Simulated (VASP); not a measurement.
# AlHg (F-43m) in VASP: notebook

Aim: see how the results for AlHg move with the level of theory and the settings. Levels: RPBE, revPBE, BLYP. Tasks: relaxation of cell and atoms.

Everything below comes from runs of VASP 6.6.1. Logs are shortened: lines on timing, memory, paths and dates and some standing lists are left out, and cuts for length are marked.

## (1) Starting point

It takes space group F-43m (No. 216, cubic). The conventional cell has a = 6.137 Å, b = 6.137 Å, c = 6.137 Å, α = 90.00°, β = 90.00°, γ = 90.00°. Al (site symmetry -43m) is surrounded by 4 Hg at 2.66 Å. Around Hg (site symmetry -43m) lie 4 Al at 2.66 Å.

The cell was built by a generator and needn't be a form met in nature.

## (2) Relaxation of cell and atoms, RPBE

File INCAR:

```
SYSTEM = AlHg
PREC = Accurate
ENCUT = 600
EDIFF = 1E-6
ISMEAR = -1
SIGMA = 0.05
LREAL = .FALSE.
LASPH = .TRUE.
NELM = 100
ALGO = Fast
ISIF = 3
LWAVE = .FALSE.
LCHARG = .FALSE.
GGA = RP
IBRION = 2
NSW = 60
EDIFFG = -0.005
```

File KPOINTS:

```
Automatic mesh
0
G
  8 8 8
  0 0 0
```

File POSCAR:

```
AlHg
1.0
    0.0000000000      3.0685300000      3.0685300000
    3.0685300000      0.0000000000      3.0685300000
    3.0685300000      3.0685300000      0.0000000000
Al Hg
1 1
Direct
    0.0000000000      0.0000000000      0.0000000000
    0.7500000000      0.7500000000      0.7500000000
```

Potentials or basis: VASP PAW PBE potentials, release 64 (Al, Hg).

Run with:

```bash
cat potpaw_PBE.64/Al/POTCAR potpaw_PBE.64/Hg/POTCAR > POTCAR
mpirun -np 1 vasp_std > vasp.out
```

OUTCAR:

```text
SYSTEM = AlHg
   PREC = Accurate
   ENCUT = 600
   EDIFF = 1E-6
   ISMEAR = -1
   LREAL = .FALSE.
   LASPH = .TRUE.
   NELM = 100
   ISIF = 3
   GGA = RP
   IBRION = 2
   NSW = 60
   EDIFFG = -0.005

 ion  position               nearest neighbor table
   1  0.000  0.000  0.000-   2 2.66   2 2.66   2 2.66   2 2.66
   2  0.750  0.750  0.750-   1 2.66   1 2.66   1 2.66   1 2.66

  LATTYP: Found a face centered cubic cell.
 ALAT       =     6.1370600000

  Lattice vectors:

 A1 = (   0.0000000000,   3.0685300000,   3.0685300000)
 A2 = (   3.0685300000,   0.0000000000,   3.0685300000)
 A3 = (   3.0685300000,   3.0685300000,   0.0000000000)

Analysis of symmetry for initial positions (statically):
=====================================================================
 Subroutine PRICEL returns:
 Original cell was already a primitive cell.

 Routine SETGRP: Setting up the symmetry group for a
 face centered cubic supercell.

 Subroutine GETGRP returns: Found 24 space group operations
 (whereof 24 operations were pure point group operations)
 out of a pool of 48 trial point group operations.

The static configuration has the point symmetry T_d .

Analysis of symmetry for dynamics (positions and initial velocities):
=====================================================================
 Subroutine PRICEL returns:
 Original cell was already a primitive cell.

 Routine SETGRP: Setting up the symmetry group for a
 face centered cubic supercell.

 Subroutine GETGRP returns: Found 24 space group operations
 (whereof 24 operations were pure point group operations)
 out of a pool of 48 trial point group operations.

The dynamic configuration has the point symmetry T_d .

 Subroutine INISYM returns: Found 24 space group operations
 (whereof 24 operations are pure point group operations),
 and found     1 'primitive' translations

----------------------------------------------------------------------------------------

                                     Primitive cell

  volume of cell :      57.7858

  direct lattice vectors                    reciprocal lattice vectors
     0.000000000  3.068530000  3.068530000    -0.162944472  0.162944472  0.162944472
     3.068530000  0.000000000  3.068530000     0.162944472 -0.162944472  0.162944472
     3.068530000  3.068530000  0.000000000     0.162944472  0.162944472 -0.162944472

  length of vectors
     4.339556743  4.339556743  4.339556743     0.282228104  0.282228104  0.282228104

[... 101 lines left out ...]
  volume/ion in A,a.u.               =      28.89       194.98
  Fermi-wavevector in a.u.,A,eV,Ry     =   1.044315  1.973469 14.838432  1.090594
  Thomas-Fermi vector in A             =   2.179062
   LORBIT       =      0    0 simple, 1 ext, 2 COOP (PROOUT), +10 PAW based schemes
   GGA     = RP    functional components
   LHFCALC =     F    Hartree Fock is set to
   AEXX    =    0.0000 exact exchange contribution
   IVDW    =     0    specifies the selected vdW correction
   LEPSILON=     F    determine dielectric tensor
   LRPA    =     F    only Hartree local field effects (RPA)
 conjugate gradient relaxation of ions
 non-spin polarized calculation
 RMM-DIIS sequential band-by-band and
  energy-cutoff  :      600.00
  volume of cell :       57.79
 maximum number of plane-waves:      1964
   NGX = 17   NGY = 17   NGZ = 17

--------------------------------------- Ionic step        1  -------------------------------------------

 number of electron      14.9999999 magnetization

 Free energy of the ion-electron system (eV)
  ---------------------------------------------------
  ext. energy  EPLUGINS =         0.00000000
  ---------------------------------------------------
  free energy    TOTEN  =        -2.39264424 eV

  energy without entropy =       -2.38594726  energy(sigma->0) =       -2.38929575

------------------------ aborting loop because EDIFF is reached ----------------------------------------

  FORCE on cell =-STRESS in cart. coord.  units (eV):
  Direction    XX          YY          ZZ          XY          YZ          ZX
  --------------------------------------------------------------------------------------
  -------------------------------------------------------------------------------------
  Total        0.5052451      0.5052451      0.5052451      0.0000000      0.0000000      0.0000000
  in kB       14.0084974     14.0084974     14.0084974      0.0000000      0.0000000      0.0000000
  external PRESSURE =      14.0084974 kB  Pullay stress =       0.0000000 kB
[... 131 lines left out ...]
--------------------------------------- Ionic step        5  -------------------------------------------

 number of electron      15.0000002 magnetization

 Free energy of the ion-electron system (eV)
  ---------------------------------------------------
  ext. energy  EPLUGINS =         0.00000000
  ---------------------------------------------------
  free energy    TOTEN  =        -2.40386402 eV

  energy without entropy =       -2.39691983  energy(sigma->0) =       -2.40039193

 E-fermi :   2.1107     XC(G=0):  -8.4589

 val. band max:        1.9642113774   @ k =   0.5000   0.2500   0.1250
 cond. band min:       2.1403083953   @ k =   0.2500   0.1250   0.0000
 fundamental gap:      0.1760970179
 Fermi energy:         2.1106909754

 k-point     1 :       0.0000    0.0000    0.0000
  band No.  band energies     occupation
      1      -6.0446      2.00000
      2      -5.4739      2.00000
      3      -5.4739      2.00000
      4      -5.4739      2.00000
      5      -5.1572      2.00000
      6      -5.1572      2.00000
      7       5.7815      0.00000
      8       5.7815      0.00000
      9       5.7815      0.00000
     10       6.3755      0.00000
     11       6.9522      0.00000
[... 309 lines left out ...]
 k-point    24 :      -0.3750    0.2500    0.1250
  band No.  band energies     occupation
      1      -5.7607      2.00000
      2      -5.3808      2.00000
      3      -5.3208      2.00000
      4      -5.1874      2.00000
      5      -5.1260      2.00000
      6      -3.2477      2.00000
      7      -1.1514      2.00000
      8       1.8411      1.99093
      9       3.1083      0.00000
     10       7.1931      0.00000
     11       7.5041      0.00000

 [... further k-points ...]

------------------------ aborting loop because EDIFF is reached ----------------------------------------

  FORCE on cell =-STRESS in cart. coord.  units (eV):
  Direction    XX          YY          ZZ          XY          YZ          ZX
  --------------------------------------------------------------------------------------
  -------------------------------------------------------------------------------------
  Total       -0.0083191     -0.0083191     -0.0083191     -0.0000000     -0.0000000     -0.0000000
  in kB       -0.2202675     -0.2202675     -0.2202675     -0.0000000     -0.0000000     -0.0000000
  external PRESSURE =      -0.2202675 kB  Pullay stress =       0.0000000 kB
[... 17 lines left out ...]
  FREE ENERGIE OF THE ION-ELECTRON SYSTEM (eV)
  ---------------------------------------------------
  free  energy   TOTEN  =        -2.4038640232 eV

  energy  without entropy=       -2.3969198307  energy(sigma->0) =       -2.40039193

 reached required accuracy - stopping structural energy minimisation
```

OSZICAR:

```text
N       E                     dE             d eps       ncg     rms          rms(c)
DAV:   1     0.878518807909E+02    0.87852E+02   -0.67652E+03   638   0.124E+03
DAV:   2     0.200888547807E+00   -0.87651E+02   -0.80870E+02   659   0.263E+02
DAV:   3    -0.257015480650E+01   -0.27710E+01   -0.27539E+01   734   0.518E+01
[... 42 lines left out ...]
RMM:   3    -0.240390221888E+01    0.13225E-03   -0.11450E-03   638   0.215E-01    0.120E-01
RMM:   4    -0.240386774827E+01    0.34471E-04   -0.13062E-04   638   0.130E-01    0.146E-02
RMM:   5    -0.240386274968E+01    0.49986E-05   -0.39029E-05   638   0.617E-02    0.811E-03
RMM:   6    -0.240386457801E+01   -0.18283E-05   -0.59192E-06   621   0.320E-02    0.107E-02
RMM:   7    -0.240386402317E+01    0.55484E-06   -0.28047E-06   453   0.171E-02
   5 F= -.24038640E+01 E0= -.24003919E+01  d E =-.112198E-01
```

It took 52 s on 1 thread of Intel Xeon Platinum 8488C (Sapphire Rapids), shared host; peak memory 0.22 GiB.

Results:

- Free energy: -2.4039 eV
- Relaxed volume: 30.26 Å³/atom
- Relaxed cell: a = 4.407 Å, b = 4.407 Å, c = 4.407 Å, α = 60.00°, β = 60.00°, γ = 60.00°
- Space group after relaxing (to 0.05 Å): F-43m (No. 216)
- Energy gained by relaxing: 5.6 meV/atom
- Ionic steps: 5
- Pressure after relaxing: 0.0 GPa
- Band gap on the k mesh: none (metal or under the smearing width)

The path:
```
step  energy change (eV)  largest force (eV/Å)  pressure (GPa)  volume (Å³)
   1              0.0000                0.0000            1.40        57.79
   2             -0.0108                0.0000            0.18        59.92
   3             -0.0111                0.0000            0.17        60.22
   4             -0.0110                0.0000           -0.17        60.81
   5             -0.0112                0.0000           -0.02        60.51
```

Final structure:
```
Al Hg
1.0
     0.00000    3.11603    3.11603
     3.11603    0.00000    3.11603
     3.11603    3.11603    0.00000
Al Hg
1 1
Direct
  0.00000 0.00000 0.00000
  0.75000 0.75000 0.75000
```

Caveat: the PAW data sets were made with another functional, which shifts forces and pressure a little. Spin-orbit coupling is left out, which matters for the levels of Hg.

## (3) Relaxation of cell and atoms, revPBE

Edit INCAR of step 2 so:

```diff
@@ -13,3 +13,3 @@
 LCHARG = .FALSE.
-GGA = RP
+GGA = RE
 IBRION = 2
```

KPOINTS is that of step 2.

POSCAR is that of step 2.

Potentials or basis: VASP PAW PBE potentials, release 64 (Al, Hg).

Run with:

```bash
cat potpaw_PBE.64/Al/POTCAR potpaw_PBE.64/Hg/POTCAR > POTCAR
mpirun -np 1 vasp_std > vasp.out
```

Wall time 65 s (1 thread of Intel Xeon Platinum 8488C (Sapphire Rapids), shared host); peak memory 0.22 GiB.

It converged, with:

| Property | Result |
| --- | --- |
| Free energy | -2.5052 eV |
| Relaxed volume | 29.82 Å³/atom |
| Relaxed cell | a = 4.385 Å, b = 4.385 Å, c = 4.385 Å, α = 60.00°, β = 60.00°, γ = 60.00° |
| Space group after relaxing (to 0.05 Å) | F-43m (No. 216) |
| Energy gained by relaxing | 3.1 meV/atom |
| Ionic steps | 8 |
| Pressure after relaxing | 0.0 GPa |
| Band gap on the k mesh | none (metal or under the smearing width) |

The path:
```tsv
step	energy change (eV)	largest force (eV/Å)	pressure (GPa)	volume (Å³)
1	0.0000	0.0000	1.04	57.79
2	-0.0060	0.0000	0.15	59.37
3	-0.0061	0.0000	0.10	59.64
4	-0.0058	0.0000	-0.23	60.17
5	-0.0061	0.0000	-0.03	59.79
6	-0.0061	0.0000	-0.05	59.75
7	-0.0061	0.0000	-0.03	59.70
8	-0.0061	0.0000	-0.01	59.64
```

Final structure:
```cif
data_structure
_symmetry_space_group_name_H-M 'P 1'
_symmetry_Int_Tables_number 1
_cell_length_a 4.3854
_cell_length_b 4.3854
_cell_length_c 4.3854
_cell_angle_alpha 60.000
_cell_angle_beta 60.000
_cell_angle_gamma 60.000
_cell_volume 59.64
loop_
_atom_site_label
_atom_site_type_symbol
_atom_site_fract_x
_atom_site_fract_y
_atom_site_fract_z
_atom_site_occupancy
Al1 Al 0.00000 0.00000 0.00000 1
Hg1 Hg 0.75000 0.75000 0.75000 1
```

Levels at points of the mesh, in eV from the Fermi level:
| k point | band 4 | band 5 | band 6 | band 7 | band 8 | band 9 | band 10 | band 11 |
| --- | --- | --- | --- | --- | --- | --- | --- | --- |
| (0.00, 0.00, 0.00) | -7.63 | -7.30 | -7.30 | 3.72 | 3.72 | 3.72 | 4.37 | 4.87 |
| (0.50, 0.00, 0.00) | -7.26 | -7.26 | -5.72 | -3.64 | 2.01 | 2.01 | 3.62 | 5.89 |
| (0.50, 0.50, 0.00) | -7.37 | -7.21 | -4.73 | -3.78 | 0.14 | 0.14 | 3.07 | 3.71 |

Caveat: the PAW data sets were made with another functional, which shifts forces and pressure a little. Spin-orbit coupling is left out, which matters for the levels of Hg.

## (4) Relaxation of cell and atoms, BLYP

Edit INCAR of step 3 so:

```diff
@@ -13,3 +13,7 @@
 LCHARG = .FALSE.
-GGA = RE
+GGA = B5
+ALDAX = 1.0
+AGGAX = 1.0
+AGGAC = 1.0
+ALDAC = 0.0
 IBRION = 2
```

KPOINTS is that of step 3.

POSCAR is that of step 3.

Potentials or basis: VASP PAW PBE potentials, release 64 (Al, Hg).

Run with:

```bash
cat potpaw_PBE.64/Al/POTCAR potpaw_PBE.64/Hg/POTCAR > POTCAR
mpirun -np 1 vasp_std > vasp.out
```

OUTCAR:

```text
SYSTEM = AlHg
   PREC = Accurate
   ENCUT = 600
   EDIFF = 1E-6
   ISMEAR = -1
   LREAL = .FALSE.
   LASPH = .TRUE.
   NELM = 100
   ISIF = 3
   GGA = B5
   IBRION = 2
   NSW = 60
   EDIFFG = -0.005

 ion  position               nearest neighbor table
   1  0.000  0.000  0.000-   2 2.66   2 2.66   2 2.66   2 2.66
   2  0.750  0.750  0.750-   1 2.66   1 2.66   1 2.66   1 2.66

  LATTYP: Found a face centered cubic cell.
 ALAT       =     6.1370600000

  Lattice vectors:

 A1 = (   0.0000000000,   3.0685300000,   3.0685300000)
 A2 = (   3.0685300000,   0.0000000000,   3.0685300000)
 A3 = (   3.0685300000,   3.0685300000,   0.0000000000)

Analysis of symmetry for initial positions (statically):
=====================================================================
 Subroutine PRICEL returns:
 Original cell was already a primitive cell.

 Routine SETGRP: Setting up the symmetry group for a
 face centered cubic supercell.

 Subroutine GETGRP returns: Found 24 space group operations
 (whereof 24 operations were pure point group operations)
 out of a pool of 48 trial point group operations.

The static configuration has the point symmetry T_d .

Analysis of symmetry for dynamics (positions and initial velocities):
=====================================================================
 Subroutine PRICEL returns:
 Original cell was already a primitive cell.

[... 265 lines left out ...]
 number of electron      14.9999999 magnetization

 Free energy of the ion-electron system (eV)
  ---------------------------------------------------
  ext. energy  EPLUGINS =         0.00000000
  ---------------------------------------------------
  free energy    TOTEN  =        -2.10382519 eV

  energy without entropy =       -2.09368198  energy(sigma->0) =       -2.09875358

 E-fermi :   2.1357     XC(G=0):  -7.7985

 val. band max:        2.0637340114   @ k =   0.5000   0.2500   0.1250
 cond. band min:       2.3705114776   @ k =   0.5000   0.5000   0.0000
 fundamental gap:      0.3067774662
 Fermi energy:         2.1357350708

 k-point     1 :       0.0000    0.0000    0.0000
  band No.  band energies     occupation
      1      -5.7721      2.00000
      2      -5.2780      2.00000
      3      -5.2780      2.00000
      4      -5.2780      2.00000
      5      -4.9844      2.00000
      6      -4.9844      2.00000
      7       5.6367      0.00000
      8       5.6367      0.00000
      9       5.6367      0.00000
     10       5.7552      0.00000
     11       6.9142      0.00000
[... 309 lines left out ...]
 k-point    24 :      -0.3750    0.2500    0.1250
  band No.  band energies     occupation
      1      -5.5572      2.00000
      2      -5.1911      2.00000
      3      -5.1388      2.00000
      4      -5.0102      2.00000
      5      -4.9573      2.00000
      6      -3.1494      2.00000
      7      -1.0489      2.00000
      8       1.9296      1.96813
      9       3.1671      0.00000
     10       7.0574      0.00000
     11       7.5589      0.00000

 [... further k-points ...]

------------------------ aborting loop because EDIFF is reached ----------------------------------------

  FORCE on cell =-STRESS in cart. coord.  units (eV):
  Direction    XX          YY          ZZ          XY          YZ          ZX
  --------------------------------------------------------------------------------------
  -------------------------------------------------------------------------------------
  Total       -0.0008013     -0.0008013     -0.0008013      0.0000000      0.0000000      0.0000000
  in kB       -0.0202215     -0.0202215     -0.0202215      0.0000000      0.0000000      0.0000000
  external PRESSURE =      -0.0202215 kB  Pullay stress =       0.0000000 kB
[... 17 lines left out ...]
  FREE ENERGIE OF THE ION-ELECTRON SYSTEM (eV)
  ---------------------------------------------------
  free  energy   TOTEN  =        -2.1038251865 eV

  energy  without entropy=       -2.0936819776  energy(sigma->0) =       -2.09875358

 reached required accuracy - stopping structural energy minimisation
```

OSZICAR:

```text
N       E                     dE             d eps       ncg     rms          rms(c)
DAV:   1     0.888428440114E+02    0.88843E+02   -0.67274E+03   638   0.124E+03
DAV:   2     0.495420694755E+00   -0.88347E+02   -0.81327E+02   659   0.263E+02
DAV:   3    -0.234054571108E+01   -0.28360E+01   -0.28182E+01   731   0.521E+01
[... 35 lines left out ...]
DAV:   1    -0.210449505298E+01   -0.68295E-03   -0.12694E-02   728   0.150E+00    0.181E-01
RMM:   2    -0.210385265481E+01    0.64240E-03   -0.19451E-03   638   0.505E-01    0.532E-02
RMM:   3    -0.210383083423E+01    0.21821E-04   -0.19976E-04   638   0.901E-02    0.434E-02
RMM:   4    -0.210382603834E+01    0.47959E-05   -0.23871E-05   638   0.550E-02    0.571E-03
RMM:   5    -0.210382518654E+01    0.85180E-06   -0.63617E-06   611   0.251E-02
   4 F= -.21038252E+01 E0= -.20987536E+01  d E =-.420347E-01
```

CONTCAR:

```text
AlHg
   1.00000000000000
    -0.0000000000000000    3.1663731620738038    3.1663731620738038
     3.1663731620738038    0.0000000000000000    3.1663731620738038
     3.1663731620738038    3.1663731620738038    0.0000000000000000
  Al              Hg
     1     1
Direct
     0.0000000000000000    0.0000000000000000    0.0000000000000000
     0.7500000000000000    0.7500000000000000    0.7500000000000000

  0.00000000E+00  0.00000000E+00  0.00000000E+00
  0.00000000E+00  0.00000000E+00  0.00000000E+00
```

Wall time 87 s (1 thread of Intel Xeon Platinum 8488C (Sapphire Rapids), shared host); peak memory 0.22 GiB.

What came out:

```
Free energy                            : -2.1038 eV
Relaxed volume                         : 31.75 Å³/atom
Relaxed cell                           : a = 4.478 Å, b = 4.478 Å, c = 4.478 Å, α = 60.00°, β = 60.00°, γ = 60.00°
Space group after relaxing (to 0.05 Å) : F-43m (No. 216)
Energy gained by relaxing              : 21.0 meV/atom
Ionic steps                            : 4
Pressure after relaxing                : 0.0 GPa
Band gap on the k mesh                 : none (metal or under the smearing width)
```

The path:
| step | energy change (eV) | largest force (eV/Å) | pressure (GPa) | volume (Å³) |
| --- | --- | --- | --- | --- |
| 1 | 0.0000 | 0.0000 | 2.66 | 57.79 |
| 2 | -0.0392 | 0.0000 | 0.57 | 61.89 |
| 3 | -0.0420 | 0.0000 | -0.04 | 63.62 |
| 4 | -0.0420 | 0.0000 | 0.00 | 63.49 |

Final structure:
```
Al Hg
1.0
     0.00000    3.16637    3.16637
     3.16637    0.00000    3.16637
     3.16637    3.16637    0.00000
Al Hg
1 1
Cartesian
  0.0000 0.0000 0.0000
  4.7496 4.7496 4.7496
```

Levels at points of the mesh, in eV from the Fermi level:
```tsv
k point	band 3	band 4	band 5	band 6	band 7	band 8	band 9	band 10	band 11
(0.00, 0.00, 0.00)	-7.41	-7.41	-7.12	-7.12	3.50	3.50	3.50	3.62	4.78
(0.50, 0.00, 0.00)	-7.34	-7.09	-7.09	-5.60	-3.43	1.93	1.93	3.31	5.83
(0.50, 0.50, 0.00)	-7.19	-7.19	-7.04	-4.63	-3.74	0.23	0.23	3.23	3.69
```

Caveat: the PAW data sets were made with another functional, which shifts forces and pressure a little.

## (5) The runs side by side

```csv
level,gap on the mesh (eV),pressure (GPa),relaxed volume (Å³/atom)
RPBE,none,0.0,30.26
revPBE,none,0.0,29.82
BLYP,none,0.0,31.75
```

Alike in all rows: task relaxation of cell and atoms; potentials or basis VASP PAW PBE potentials, release 64 (Al, Hg); no spin polarisation; cell relaxed; k mesh 8 × 8 × 8; cutoff (eV) 600; smearing fermi-dirac 0.05 eV.

Caveats: the PAW data sets were made with another functional, which shifts forces and pressure a little.

Total energies depend on the potentials used, so only differences within one code and one set of settings carry meaning.
